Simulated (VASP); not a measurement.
The system is CaP5.

```xyz
6
Lattice="5.6303 0.0000 0.0000 -2.8152 4.8760 0.0000 0.0000 0.0000 4.6939" Properties=species:S:1:pos:R:3 pbc="T T T"
Ca    0.0000    0.0000    0.0000
P     2.8152    0.0000    2.3469
P     1.4076    2.4380    2.3469
P    -1.4076    2.4380    2.3469
P     0.0000    3.2507    0.0000
P     2.8152    1.6253    0.0000
```

The cell was built by a generator and needn't be a form met in nature.

The cell isn't the ideal one: species swapped into the YFe5 type (P6/mmm, No. 191).

- Program: VASP 6.6.1
- Task: relaxation of cell and atoms
- Functional: PBE
- Potentials or basis: VASP PAW PBE potentials, release 64 (Ca_sv, P)
- Cutoff: 600 eV
- k mesh: 6 × 6 × 4
- Occupations: gaussian, width 0.1 eV
- Spin: no spin polarisation

At the start: pressure -10.3 GPa; volume 21.48 Å³/atom.

Q: How do energy, volume and symmetry change on relaxing?

A: Over 6 steps the energy falls by 169.3 meV/atom and the volume is 17.29 Å³/atom (-19.5 %); space group P6/mmm (No. 191, to 0.05 Å).

The path:
| step | energy change (eV) | largest force (eV/Å) | pressure (GPa) | volume (Å³) |
| --- | --- | --- | --- | --- |
| 1 | 0.0000 | 0.0000 | -10.31 | 128.86 |
| 2 | -0.9841 | 0.0000 | -0.56 | 104.76 |
| 3 | -0.9861 | 0.0000 | 0.05 | 103.89 |
| 4 | -0.9983 | 0.0000 | 0.15 | 103.85 |
| 5 | -1.0103 | 0.0000 | 0.44 | 103.63 |
| 6 | -1.0161 | 0.0000 | 0.33 | 103.73 |

Final structure:
```xyz
6
Lattice="5.3274 0.0000 0.0000 -2.6637 4.6137 0.0000 0.0000 0.0000 4.2205" Properties=species:S:1:pos:R:3 pbc="T T T"
Ca    0.0000    0.0000    4.2205
P     2.6637    0.0000    2.1103
P     1.3318    2.3068    2.1103
P    -1.3318    2.3068    2.1103
P     0.0000    3.0758    0.0000
P     2.6637    1.5379    0.0000
```

Caveat: the volume moved by over 15 % at a fixed basis, so the end points are rough.
